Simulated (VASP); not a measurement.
# LiAl20 in VASP: a series of runs

One slab, LiAl20, is run at these levels: PBE+D3(BJ); tasks: single point.

All numbers are computed with VASP 6.6.1; they aren't measurements. Logs are shortened: lines on timing, memory, paths and dates and some standing lists are left out, and cuts for length are marked.

## 1. The structure

The cell holds a slab with vacuum, 21 atoms: a = 5.728 Å, b = 5.728 Å, c = 20.100 Å, α = 90.00°, β = 90.00°, γ = 90.00°.

The cell was built by a generator and needn't be a form met in nature.

## 2. Single point, PBE+D3(BJ)

The input, INCAR:

```
SYSTEM = LiAl20
PREC = Accurate ; ENCUT = 520
EDIFF = 1E-6 ; ISMEAR = -1
SIGMA = 0.15 ; LREAL = Auto
LASPH = .TRUE. ; NELM = 100
ALGO = Fast ; ISIF = 2
LWAVE = .FALSE. ; LCHARG = .FALSE.
GGA = PE ; IVDW = 12
NBANDS = 48
```

The input, KPOINTS:

```
Automatic mesh
0
G
  3 3 1
  0 0 0
```

The input, POSCAR:

```
LiAl20
1.0
    5.7275650000      0.0000000000      0.0000000000
    0.0000000000      5.7275650000      0.0000000000
    0.0000000000      0.0000000000     20.1000000000
Al Li
20 1
Direct
    0.0000000000      0.0000000000      0.0497512438
    0.5000030554      0.0000000000      0.0497512438
    0.0000000000      0.5000030554      0.0497512438
    0.5000030554      0.5000030554      0.0497512438
    0.2271820573      0.2781286638      0.1644477612
    0.7882931054      0.2281597852      0.1559054726
    0.2092861452      0.7554170053      0.1642686567
    0.7063560169      0.7916976935      0.1529154229
   -0.0274811373     -0.0134961367      0.2583532338
    0.4787374740     -0.0135310555      0.2572288557
   -0.0426359195      0.4717362439      0.2576716418
    0.5131674630      0.5342060719      0.2475472637
    0.2663610103      0.2369767955      0.3601890547
    0.7055703427      0.2508221207      0.3570995025
    0.2252440610      0.7144921096      0.3618507463
    0.7176348064      0.7846615447      0.3527114428
    0.0383234411     -0.0063028530      0.4373134328
    0.4866640536     -0.0401392215      0.4722935323
   -0.0237622794      0.5210940426      0.4436218905
    0.5035298595      0.5071788797      0.4632388060
    0.2286486491      0.2455144551      0.5291144279
```

Potentials or basis: VASP PAW PBE potentials, release 64 (Al, Li_sv).

The run is started by

```sh
$ cat potpaw_PBE.64/Al/POTCAR potpaw_PBE.64/Li_sv/POTCAR > POTCAR
$ mpirun -np 1 vasp_std > vasp.out
```

OUTCAR:

```text
SYSTEM = LiAl20
   PREC = Accurate
   ENCUT = 520
   EDIFF = 1E-6
   ISMEAR = -1
   LREAL = Auto
   LASPH = .TRUE.
   NELM = 100
   ISIF = 2
   GGA = PE
   IVDW = 12
 IVDW          = 12

 ion  position               nearest neighbor table
   1  0.000  0.000  0.050-   6 2.78   3 2.86   2 2.86   3 2.86   2 2.86   8 2.92   7 2.95   5 3.09

   2  0.500  0.000  0.050-   8 2.67   4 2.86   1 2.86   4 2.86   1 2.86   6 3.00   7 3.17   5 3.21

   3  0.000  0.500  0.050-   1 2.86   4 2.86   4 2.86   1 2.86   6 2.91   5 2.94   7 2.98   8 3.15
[... 20 lines left out ...]
                            11 3.03  18 3.03  12 3.17  14 3.21
  14  0.706  0.251  0.357-  13 2.52  16 2.67  11 2.77  19 2.80  10 2.83  20 2.84  17 2.90   9 2.93
                            12 2.95  16 3.06  18 3.12  13 3.21
  15  0.225  0.714  0.362-  19 2.44  17 2.45  13 2.75  20 2.85  16 2.85  16 2.94  11 2.94   9 2.97
                            10 2.99  13 3.00  12 3.01  18 3.02
  16  0.718  0.785  0.353-  10 2.63   9 2.66  14 2.67  17 2.77  19 2.79  12 2.81  15 2.85  18 2.92
                            15 2.94  11 2.96  20 2.99  14 3.06
  17  0.038  0.994  0.437-  15 2.45  13 2.46  21 2.58  18 2.67  19 2.73  16 2.77  14 2.90  19 3.04
                            18 3.24
  18  0.487  0.960  0.472-  21 2.48  20 2.60  17 2.67  16 2.92  15 3.02  13 3.03  14 3.12  20 3.14
                            17 3.24
  19  0.976  0.521  0.444-  15 2.44  17 2.73  20 2.74  21 2.74  16 2.79  14 2.80  13 2.87  17 3.04
                            20 3.05
  20  0.504  0.507  0.463-  21 2.55  18 2.60  19 2.74  14 2.84  15 2.85  13 2.92  16 2.99  19 3.05
                            18 3.14
  21  0.229  0.246  0.529-  18 2.48  20 2.55  17 2.58  19 2.74

  LATTYP: Found a simple tetragonal cell.
 ALAT       =     5.7275650000
 C/A-ratio  =     3.5093447215

  Lattice vectors:

 A1 = (   5.7275650000,   0.0000000000,   0.0000000000)
 A2 = (   0.0000000000,   5.7275650000,   0.0000000000)
 A3 = (   0.0000000000,   0.0000000000,  20.1000000000)

Analysis of symmetry for initial positions (statically):
=====================================================================
 Subroutine PRICEL returns:
 Original cell was already a primitive cell.

 Routine SETGRP: Setting up the symmetry group for a
 simple tetragonal supercell.

 Subroutine GETGRP returns: Found  1 space group operations
 (whereof  1 operations were pure point group operations)
 out of a pool of 16 trial point group operations.

The static configuration has the point symmetry C_1 .

Analysis of symmetry for dynamics (positions and initial velocities):
=====================================================================
 Subroutine PRICEL returns:
 Original cell was already a primitive cell.

 Routine SETGRP: Setting up the symmetry group for a
 simple tetragonal supercell.

 Subroutine GETGRP returns: Found  1 space group operations
 (whereof  1 operations were pure point group operations)
 out of a pool of 16 trial point group operations.

The dynamic configuration has the point symmetry C_1 .

 Subroutine INISYM returns: Found  1 space group operations
 (whereof  1 operations are pure point group operations),
 and found     1 'primitive' translations

----------------------------------------------------------------------------------------

                                     Primitive cell

  volume of cell :     659.3805

  direct lattice vectors                    reciprocal lattice vectors
     5.727565000  0.000000000  0.000000000     0.174594265  0.000000000  0.000000000
     0.000000000  5.727565000  0.000000000     0.000000000  0.174594265  0.000000000
     0.000000000  0.000000000 20.100000000     0.000000000  0.000000000  0.049751244

  length of vectors
     5.727565000  5.727565000 20.100000000     0.174594265  0.174594265  0.049751244

  position of ions in fractional coordinates (direct lattice)
     0.000000000  0.000000000  0.049751244
     0.500003055  0.000000000  0.049751244
     0.000000000  0.500003055  0.049751244
     0.500003055  0.500003055  0.049751244
     0.227182057  0.278128664  0.164447761
     0.788293105  0.228159785  0.155905473
[... 13 lines left out ...]
     0.503529859  0.507178880  0.463238806
     0.228648649  0.245514455  0.529114428

  ion indices of the primitive-cell ions
   primitive index   ion index
                 1           1
                 2           2
                 3           3
                 4           4
                 5           5
                 6           6
[... 13 lines left out ...]
                20          20
                21          21

----------------------------------------------------------------------------------------

 KPOINTS: Automatic mesh

Automatic generation of k-mesh.
 Grid dimensions read from file:
 generate k-points for:    3    3    1

 Generating k-lattice:

  Cartesian coordinates                     Fractional coordinates (reciprocal lattice)
     0.058198088  0.000000000  0.000000000     0.333333333  0.000000000  0.000000000
     0.000000000  0.058198088  0.000000000     0.000000000  0.333333333  0.000000000
     0.000000000  0.000000000  0.049751244     0.000000000  0.000000000  1.000000000

  Length of vectors
     0.058198088  0.058198088  0.049751244

  Shift w.r.t. Gamma in fractional coordinates (k-lattice)
     0.000000000  0.000000000  0.000000000

 Subroutine IBZKPT returns following result:
 ===========================================

 Found      5 irreducible k-points:

 Following reciprocal coordinates:
            Coordinates               Weight
  0.000000  0.000000  0.000000      1.000000
  0.333333  0.000000  0.000000      2.000000
  0.000000  0.333333  0.000000      2.000000
  0.333333  0.333333  0.000000      2.000000
 -0.333333  0.333333  0.000000      2.000000
   k-points           NKPTS =      5   k-points in BZ     NKDIM =      5   number of bands    NBANDS=     48
   number of dos      NEDOS =    301   number of ions     NIONS =     21
   total plane-waves  NPLWV = 345600
   dimension x,y,z NGX =    48 NGY =   48 NGZ =  150
   dimension x,y,z NGXF=    96 NGYF=   96 NGZF=  300
   ions per type =              20   1
   NGX,Y,Z   is equivalent  to a cutoff of  13.93, 13.93, 12.41 a.u.
   NGXF,Y,Z  is equivalent  to a cutoff of  27.86, 27.86, 24.81 a.u.
 SYSTEM =  LiAl20
   PREC   = accura    normal or accurate (medium, high low for compatibility)
   ISTART =      0    job   : 0-new  1-cont  2-samecut
   ICHARG =      2    charge: 1-file 2-atom 10-const
   ISPIN  =      1    spin polarized calculation?
   LNONCOLLINEAR =      F non collinear calculations
   LSORBIT =      F    spin-orbit coupling
   LASPH  =      T    aspherical Exc in radial PAW
   ENCUT  =  520.0 eV  38.22 Ry    6.18 a.u.  10.65 10.65 37.37*2*pi/ulx,y,z
   NELM   =    100;   NELMIN=  2; NELMDL= -5     # of ELM steps
   EDIFF  = 0.1E-05   stopping-criterion for ELM
   LREAL  =      T    real-space projection
   EDIFFG = 0.1E-04   stopping-criterion for IOM
   NSW    =      0    number of steps for IOM
   IBRION =     -1    ionic relax: 0-MD 1-quasi-New 2-CG
   NFREE  =      0    steps in history (QN), initial steepest desc. (CG)
   ISIF   =      2    stress and relaxation
   ISYM   =      2    0-nonsym 1-usesym 2-fastsym
   POTIM  = 0.5000    time-step for ionic-motion
   TEBEG  =    0.0;   TEEND  =   0.0 temperature during run
   PSTRESS=    0.0 pullay stress
   NELECT =      63.0000    total number of electrons
   NUPDOWN=      -1.0000    fix difference up-down
   EMIN   =  10.00;   EMAX   =-10.00  energy-range for DOS
   EFERMI =   0.00;   METHOD = LEGACY
   ISMEAR =    -1;   SIGMA  =   0.15  broadening in eV -4-tet -1-fermi 0-gaus
   EFERMI_NEDOS =   21; number of points for ismear=-14 and -15
   IALGO  =     68    algorithm
   IMIX   =      4    mixing-type and parameters
     AMIX     =   0.40;   BMIX     =  1.00
     AMIX_MAG =   1.60;   BMIX_MAG =  1.00
  volume/ion in A,a.u.               =      31.40       211.89
  Fermi-wavevector in a.u.,A,eV,Ry     =   0.748416  1.414301  7.620981  0.560126
  Thomas-Fermi vector in A             =   1.844698
   LORBIT       =      0    0 simple, 1 ext, 2 COOP (PROOUT), +10 PAW based schemes
   GGA     = PE    functional components
   LHFCALC =     F    Hartree Fock is set to
   AEXX    =    0.0000 exact exchange contribution
   IVDW    =    12    specifies the selected vdW correction
   LEPSILON=     F    determine dielectric tensor
   LRPA    =     F    only Hartree local field effects (RPA)
 non-spin polarized calculation
 RMM-DIIS sequential band-by-band and
  energy-cutoff  :      520.00
  volume of cell :      659.38
 maximum number of plane-waves:     17755
 NGX is ok and might be reduce to    42
   NGX = 21   NGY = 21   NGZ = 75

 number of electron      63.0000000 magnetization

 Free energy of the ion-electron system (eV)
  ---------------------------------------------------
  ext. energy  EPLUGINS =         0.00000000
  ---------------------------------------------------
  free energy    TOTEN  =       -71.64848248 eV

  energy without entropy =      -70.95569610  energy(sigma->0) =      -71.30208929

 E-fermi :   2.2562     XC(G=0):  -6.2208

 val. band max:        2.2505127165   @ k =   0.3333   0.3333   0.0000
 cond. band min:       2.2584137632   @ k =   0.0000   0.3333   0.0000
 fundamental gap:      0.0079010467
 Fermi energy:         2.2561716357

 k-point     1 :       0.0000    0.0000    0.0000
  band No.  band energies     occupation
      1     -44.5701      2.00000
      2      -8.5617      2.00000
      3      -7.5392      2.00000
      4      -6.0439      2.00000
      5      -4.4704      2.00000
      6      -4.3216      2.00000
[... 219 lines left out ...]
     42       4.4315      0.00000
     43       4.6316      0.00000
 [bands above 43 left out]

------------------------ aborting loop because EDIFF is reached ----------------------------------------

 Edisp (eV)   -5.40150

 E8    (eV) :    -2.4815

  FORCE on cell =-STRESS in cart. coord.  units (eV):
  Direction    XX          YY          ZZ          XY          YZ          ZX
  --------------------------------------------------------------------------------------
  -------------------------------------------------------------------------------------
  Total      -1.41464    -2.88035     1.67015     0.85511    -0.62137    -2.48938
  in kB      -3.43731    -6.99874     4.05816     2.07778    -1.50982    -6.04875
  external pressure =       -2.13 kB  Pullay stress =        0.00 kB

 VOLUME and BASIS-vectors are now :
 -----------------------------------------------------------------------------
  energy-cutoff  :      520.00
  volume of cell :      659.38
      direct lattice vectors                 reciprocal lattice vectors
     5.727565000  0.000000000  0.000000000     0.174594265  0.000000000  0.000000000
     0.000000000  5.727565000  0.000000000     0.000000000  0.174594265  0.000000000
     0.000000000  0.000000000 20.100000000     0.000000000  0.000000000  0.049751244

 POSITION                                       TOTAL-FORCE (eV/Angst)
 -----------------------------------------------------------------------------------
      0.00000      0.00000      1.00000         0.158304      0.030182      0.255929
      2.86380      0.00000      1.00000        -0.271802      0.173727      0.233366
      0.00000      2.86380      1.00000        -0.057134      0.019714      0.409873
      2.86380      2.86380      1.00000         0.010668     -0.011286      0.556826
      1.30120      1.59300      3.30540         1.101721     -0.426953     -0.591497
      4.51500      1.30680      3.13370        -1.350554      0.983655     -0.602327
[... 13 lines left out ...]
      2.88400      2.90490      9.31110         0.142820     -0.380074     -0.428903
      1.30960      1.40620     10.63520        -0.451834      0.237221      0.666178
 -----------------------------------------------------------------------------------
    total drift:                                0.016364     -0.002714      0.023753

  FREE ENERGIE OF THE ION-ELECTRON SYSTEM (eV)
  ---------------------------------------------------
  free  energy   TOTEN  =       -77.0499857750 eV

  energy  without entropy=      -76.3571993959  energy(sigma->0) =      -76.70359259
```

It took 4.4 min on 1 thread of Intel Xeon 6975P-C (Granite Rapids), shared host; peak memory 0.7 GiB.

What came out:

```yaml
Free_energy: -77.0500 eV
Largest_force: 2.339 eV/Å
Band_gap_on_the_k_mesh: none (metal or under the smearing width)
Dispersion_energy_per_atom: -0.257 eV
```

Forces in eV/Å, atoms in the order of the input:
```
Al   0.158  0.030  0.256
Al  -0.272  0.174  0.233
Al  -0.057  0.020  0.410
Al   0.011 -0.011  0.557
Al   1.102 -0.427 -0.591
Al  -1.351  0.984 -0.602
Al   0.058  0.118 -0.884
Al   0.429 -1.166 -0.437
Al   0.340  0.063  0.399
Al  -0.408  1.031 -0.212
Al   0.697  0.540  0.600
Al  -0.719 -1.048  0.415
Al  -0.404  0.541 -0.800
Al   0.891  0.384  0.060
Al   1.311  0.108 -1.934
Al  -0.014 -0.876  0.676
Al  -1.857  0.320  1.375
Al   0.770  0.258 -0.681
Al  -0.378 -0.901  0.922
Al   0.143 -0.380 -0.429
Li  -0.452  0.237  0.666
```

Caveat: the k mesh is coarse (spacing up to 0.37 Å⁻¹), so the values aren't converged; the cutoff is under 1.25 times the usual one of these potentials, so pressure, stress and relaxed cells hold a basis-set (Pulay) error.

## 3. Single point, PBE+D3(BJ)

The input, INCAR:

```
SYSTEM = LiAl20
  ALGO = Fast
  EDIFF = 1E-7
  ENCUT = 520
  GGA = PE
  ISIF = 2
  ISMEAR = -1
  IVDW = 12
  LASPH = .True.
  LCHARG = .False.
  LREAL = Auto
  LWAVE = .False.
  NBANDS = 48
  NELM = 100
  PREC = Accurate
  SIGMA = 0.15
```

The input, KPOINTS:

```
k-points
0
Gamma
  3 3 1
  0 0 0
```

The input, POSCAR:

```
LiAl20
1.0
    5.7275650000      0.0000000000      0.0000000000
    0.0000000000      5.7275650000      0.0000000000
    0.0000000000      0.0000000000     20.1000000000
Al Li
20 1
Direct
    0.0000000000      0.0000000000      0.0497512438
    0.5000030554      0.0000000000      0.0497512438
    0.0000000000      0.5000030554      0.0497512438
    0.5000030554      0.5000030554      0.0497512438
    0.2485174764      0.2561123270      0.1686716418
    0.8117934934      0.2313024819      0.1582388060
    0.2291025942      0.7346228284      0.1739502488
    0.7374512555      0.7644260694      0.1574726368
   -0.0224702819     -0.0019554558      0.2673582090
    0.4554815179     -0.0195021794      0.2647910448
   -0.0457960756      0.4582226478      0.2590049751
    0.5343981256      0.5235034434      0.2452338308
    0.2483952605      0.2471905600      0.3578656716
    0.6826286563      0.2430875948      0.3668656716
    0.2033150213      0.7306944574      0.3451741294
    0.6817207662      0.7757223183      0.3596965174
    0.0525877925      0.0124485711      0.4503930348
    0.5109326564     -0.0616666943      0.4716318408
   -0.0310428603      0.5314125636      0.4414825871
    0.5328791555      0.5094486051      0.4674975124
    0.2590455106      0.2703417595      0.5408955224
```

Potentials or basis: VASP PAW PBE potentials, release 64 (Al, Li_sv).

The run is started by

```sh
$ cat potpaw_PBE.64/Al/POTCAR potpaw_PBE.64/Li_sv/POTCAR > POTCAR
$ mpirun -np 1 vasp_std > vasp.out
```

Run time: 5.6 min. Hardware: 1 thread of Intel Xeon 6975P-C (Granite Rapids), shared host; peak memory 0.7 GiB.

It converged, with:

* Free energy: -76.5176 eV
* Largest force: 1.900 eV/Å
* Band gap on the k mesh: none (metal or under the smearing width)
* Dispersion energy per atom: -0.257 eV

Forces on the atoms (eV/Å):
```
Al   0.269 -0.002  0.390
Al  -0.160 -0.020  0.596
Al  -0.003 -0.006  0.499
Al   0.044  0.038  0.652
Al   1.036 -0.436 -0.804
Al  -1.645  0.028 -0.950
Al  -0.357  0.439 -1.370
Al   0.377  0.107 -0.872
Al  -0.749 -0.036 -0.413
Al   0.732  1.055 -0.855
Al   1.094  0.614  1.016
Al  -1.119 -1.125  0.992
Al  -0.773  0.637 -0.138
Al   1.258  0.211 -0.297
Al   0.245 -0.451  0.837
Al   0.677 -0.703  0.001
Al  -1.141 -0.253  0.218
Al   0.147  1.437  0.058
Al   0.907 -0.539  0.500
Al  -0.577 -0.977 -0.280
Li  -0.263 -0.018  0.220
```

Levels at points of the mesh, in eV from the Fermi level:
```tsv
k point	band 30	band 31	band 32	band 33	band 34	band 35
(0.00, 0.00, 0.00)	-0.43	-0.39	-0.32	-0.20	-0.01	0.01
```

Caveat: the k mesh is coarse (spacing up to 0.37 Å⁻¹), so the values aren't converged; the cutoff is under 1.25 times the usual one of these potentials, so pressure, stress and relaxed cells hold a basis-set (Pulay) error.

[end of part 1 of 2]
